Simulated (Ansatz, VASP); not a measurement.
# Cross-check of Si2Mo between VASP and Ansatz

One calculation is typed for both programs; each brings its own data sets. How far apart do they land? The cell is taken from a series of runs on this material, whose earlier steps may have relaxed, scaled, displaced or heated it; both programs get it as it stands.

Method: plane waves, with VASP 6.6.1 beside it; zone-centre phonons at PBEsol, in Ansatz 0.2.0.

### 1. Set-up

Symmetry: I4/mmm, No. 139, tetragonal system. Conventional cell: a = 3.097 Å, b = 3.097 Å, c = 7.637 Å, α = 90.00°, β = 90.00°, γ = 90.00°. Si has 5 Mo at 2.53 to 2.55 Å and 5 Si at 2.54 Å nearest. Nearest to Mo lie 10 Si at 2.53 to 2.55 Å. Farther neighbours are not listed.

### 2. Ansatz: zone-centre phonons, PBEsol

Ansatz runs on its PAW soft_1 files.

Second derivatives magnify differences that forces hide, and they need a tight electronic threshold.

Contents of input.yaml:

```yaml
crystal:
  lattice:
    - [-1.5483936332, 1.5483936332, 3.8184719214]
    - [1.5483936332, -1.5483936332, 3.8184719214]
    - [1.5483936332, 1.5483936332, -3.8184719214]
  atoms:
    - { symbol: Si, position: [0.3339589593, 0.3339589593, 0.0] }
    - { symbol: Si, position: [0.6660410407, 0.6660410407, 0.0] }
    - { symbol: Mo, position: [0.0, 0.0, 0.0] }
kpoints:
  mp_grid: { grid: [20, 20, 20] }
hamiltonian:
  xc: pbesol
  pseudopotentials: { kind: paw, azcp: { folder: soft_1 }, xc_functional: pbe }
scf:
  occupations: { method: methfessel_paxton, width: 0.2 }
output:
  eigenvalues: true
phonons:
  method: dfpt
```

Started as:

```
$ ansatz run input.yaml --threads 4 --pin off --max-ram 10240MiB --backend cpu --events-out ev --progress --plain --runs-dir out
```

Numbers of over 12 decimals in the logs are rounded to 6 here.

The program printed:

```text
zone centre: on kpoints.mp_grid the ground state, and the responses unless they are solved on pairs of k-points, stand on 1166 of the mesh's 8000 k-points, reduced under 4 symmetry operations, with k and −k counted as one. Each operation leaves every solved displacement unchanged or reverses it
Engine: ansatz 0.2.0, x86_64-unknown-linux-gnu
Pseudopotentials: kind: paw
Pseudopotential: Si, paw, valence charge 4, recommended cutoff 420 eV (normal), soft_1/Si.paw.azcp
Pseudopotential: Mo, paw, valence charge 14, recommended cutoff 420 eV (normal), soft_1/Mo.paw.azcp
Functional definition: PBEsol
  exchange = pbesol_x
  correlation = pbesol_c
Crystal: 3 atoms, lattice volume = 36.619 Å³
Basis set: ecut = 420 eV, 761 PW (Γ), exchange–correlation on 60×60×60 points (8 copies of the dense FFT grid, shifted against one another)
Bands: 15, of which v1, the nominal top of the filled ones, is band 11 counted from 1 (10 counted from 0)
Symmetry: 16 space group operations
k-points: 1166 of 8000 (irreducible under 4 space group operations, time reversal used)
Non-local potential: Si, projectors of the file, l = 0: 2, l = 1: 2, l = 2: 1
Non-local potential: Mo, projectors of the file, l = 0: 3, l = 1: 2, l = 2: 2, l = 3: 1
PAW form: soft (Blöchl's): semilocal exchange-correlation on the pseudo side does not see the compensation charge
PAW frozen core: Si, regenerated for the run's functional, and the local potential with it (the file was generated under x = pbe(κ = 0.804, μ = 0.219515), c = pbe(β = 0.066725))
PAW frozen core: Mo, regenerated for the run's functional, and the local potential with it (the file was generated under x = pbe(κ = 0.804, μ = 0.219515), c = pbe(β = 0.066725))
PAW one-centre angular grid: Si, 110 points (default); XC on 64 Gauss nodes
PAW one-centre angular grid: Mo, 590 points (default); XC on 64 Gauss nodes
Initial density: superposition of atomic densities (chi_scale 0.1, normalization cell, long waves kept (reshape's long-wave potential 0.00 eV rms))
Initial wavefunctions: pseudopotential atomic-orbital guess
Functional: x = pbesol(κ = 0.804, μ = 0.123457), c = pbesol(β = 0.046)
SCF iter   1: F=—  HF=-6143.242877 eV  |F-HF|=—  |Δ(HF+E_count)|=         —  Δρ=9.30e-2  dr2=4.42e0  ethr=3.10e-3  ⟨swp⟩=5.6  Hψ=103239  notcnv=0
preconditioner: auto → Kerker (q_TF=auto, 2.506 Å⁻¹)  [metal: Δε(μ)=0.044 eV  Ē_g=8.708 eV  σ=0.200 eV  W_gap=0.18  n_scr=10 (ndim 8)  ℏωp=23.0 eV  f_vac=0.000  D(μ)=0.27/eV (n_scr^D=0)]
SCF iter   2: F=—  HF=-6142.177312 eV  |F-HF|=—  |Δ(HF+E_count)|=    1.07e0  S|Δr|=    0.00e0  Δρ=3.38e-2  dr2=3.14e-1  ethr=3.10e-3  ⟨swp⟩=2.1  Hψ=43238  notcnv=0  defer=2
SCF iter   3: F=—  HF=-6142.110443 eV  |F-HF|=—  |Δ(HF+E_count)|=   6.69e-2  S|Δr|=    0.00e0  Δρ=1.43e-2  dr2=5.34e-2  ethr=1.43e-3  ⟨swp⟩=2.2  Hψ=26561  notcnv=0  defer=2
SCF iter   4: F=—  HF=-6142.098714 eV  |F-HF|=—  |Δ(HF+E_count)|=   1.17e-2  S|Δr|=    0.00e0  Δρ=2.44e-3  dr2=2.29e-3  ethr=2.43e-4  ⟨swp⟩=2.6  Hψ=25656  notcnv=0  defer=2
SCF iter   5: F=—  HF=-6142.098074 eV  |F-HF|=—  |Δ(HF+E_count)|=   6.40e-4  S|Δr|=    0.00e0  Δρ=3.44e-4  dr2=7.65e-5  ethr=1.04e-5  ⟨swp⟩=2.8  Hψ=29271  notcnv=0  defer=2
SCF iter   6: F=—  HF=-6142.098057 eV  |F-HF|=—  |Δ(HF+E_count)|=   1.68e-5  S|Δr|=    0.00e0  Δρ=3.62e-5  dr2=7.50e-7  ethr=3.48e-7  ⟨swp⟩=2.3  Hψ=23511  notcnv=0  defer=2
SCF iter   7: F=—  HF=-6142.098058 eV  |F-HF|=—  |Δ(HF+E_count)|=   3.16e-7  S|Δr|=    0.00e0  Δρ=5.37e-6  dr2=1.28e-8  ethr=3.41e-9  ⟨swp⟩=2.3  Hψ=23800  notcnv=0  defer=2
SCF iter   8: F=—  HF=-6142.098058 eV  |F-HF|=—  |Δ(HF+E_count)|=   1.60e-9  S|Δr|=    0.00e0  Δρ=7.76e-7  dr2=1.81e-10  ethr=5.80e-11  ⟨swp⟩=2.2  Hψ=28505  notcnv=0  defer=2
SCF iter   9: F=-6142.098058 eV  HF=-6142.098058 eV  |F-HF|=2.73e-12  |Δ(HF+E_count)|=  4.09e-11  S|Δr|=    0.00e0  Δρ=1.06e-7  dr2=3.23e-12  ethr=1.00e-12  ⟨swp⟩=6.4  Hψ=85084  notcnv=0
SCF 1 converged in 9 iterations: F = -6142.098058 eV  dr2 = 3.23e-12
  greatest PAW one-centre occupation: 0.999 electrons in one spin orbital (limit 2), on the Mo atom at site 2 (counted from 0), in its partial waves of l = 0
DFPT response loops at Γ: preconditioner auto → Kerker (q_TF=auto, 2.506 Å⁻¹) (partly filled bands, converged f_vac=0.000); β = 1.00, the filter's whole step (`scf.mixing.beta` (0.50) is not read by the response loops under this deck's `scf.mixing.preconditioner`; to damp them name `kerker` or `kerker_dos`, under which they read `scf.mixing.beta`, and type it under 1.00, their step now; both keys bind the ground state too); Broyden in place of MSR1
SCF converged after 9 iterations
Stability not checked: this state was not tested for a lower state beside it, because cold or Methfessel-Paxton smearing, or corrected tetrahedra, fill the levels in a way that the test cannot read (fill_not_monotonic; see scf.lower_state_search)
Free energy (F): -6142.098058 eV
Harris-Foulkes:  -6142.098058 eV  (|F-HF|=2.73e-12)
Internal energy: -6142.098375 eV  (E = F + TS)
E sigma→0 (E₀):  -6142.098137 eV
Entropy (-TS):   0.000317 eV (0.106 meV/atom)
Fermi energy:    17.683385 eV
--- Per-component energies (eV) ---
  E_band       = -12.388352
  E_kinetic    = 521.744423
  E_local      = -1066.632142  (includes V_loc(G=0)·N_el)
  E_nonlocal   = 196.191380
  E_hartree    = 413.575085
  E_xc         = -295.248005
  E_vxc        = -325.624463  (∫ρ·V_xc dr)
  E_paw        = -4150.750065  (= ΣΔE_a)
  E_vpaw       = -165.217860  (= ΣTr[D̂ρ^β])
  E_aug_tail   = 0.000132  (compensation charges beyond the density's cutoff)
  E_ewald      = -1761.251605
  E_core_change = 0.272421  (= ΣΔE_core)
  E_smearing   = 0.000317  (= −TS)
  E_closure    = 0.000000  (closes the sum)
  Σ components = -6142.098058   (vs F -6142.098058, Δ=0.00e0)
--- Band table (eV; the first three rows and the last of 1166) ---
  k-point 0: bands = [... 7 lower, 14.3408, 14.8112, 14.8112, 18.1652, 20.4794, 21.4714, 21.6159, 21.6159]
  k-point 1: bands = [... 7 lower, 14.1791, 14.5700, 15.2943, 17.8252, 20.7312, 21.1698, 21.5052, 21.6613]
  k-point 2: bands = [... 7 lower, 13.9814, 14.2779, 15.8792, 16.9899, 20.7158, 21.2423, 21.4353, 21.7773]
  k-point 1165: bands = [... 7 lower, 15.1572, 17.0256, 17.0256, 17.2626, 17.2626, 18.3244, 22.6852, 23.6832]
--- Phonons (Γ-DFPT): 4 representative perturbations + reference, on 1166 of 8000 k-points (Σ response iterations 12) ---
  k mesh reduced under 4 symmetry operations, with k and −k counted as one. Each operation leaves every solved displacement unchanged or reverses it
  ASR residual: 2.920e-5 → 0.000e0 eV/Å²; symmetrization residual: 4.704e-6 eV/Å²
  ASR residual per site (eV/Å²): 2.41e-5 2.41e-5 2.92e-5
  Γ frequencies (cm⁻¹): 0.00 0.00 0.00 325.82 325.82 373.54 388.30 388.30 487.50
  non-analytic LO–TO correction: not included (Born effective charges unavailable; polar crystals: no LO–TO splitting at Γ)
```

In the SCF lines HF is the Harris–Foulkes energy and dr2 the Hartree energy of the density residual, in eV; the loop may stop once dr2 is under the threshold and the program's other checks hold. Hψ counts applications of the Hamiltonian.

(Part 1 of 2 ends here.)

[Lines on the potential files, build, host, timing and source positions are cut from VASP's logs without a mark.]

[Logs are printed without paths, hosts, clocks, repeated set-up lines and the standing remarks that a program may print on its own settings, such as how far it seeks lower states.]

[Hosts, paths, dates, database ids (printed as entryN), source tags and the programs' standing remarks are cut or masked in the printed files.]
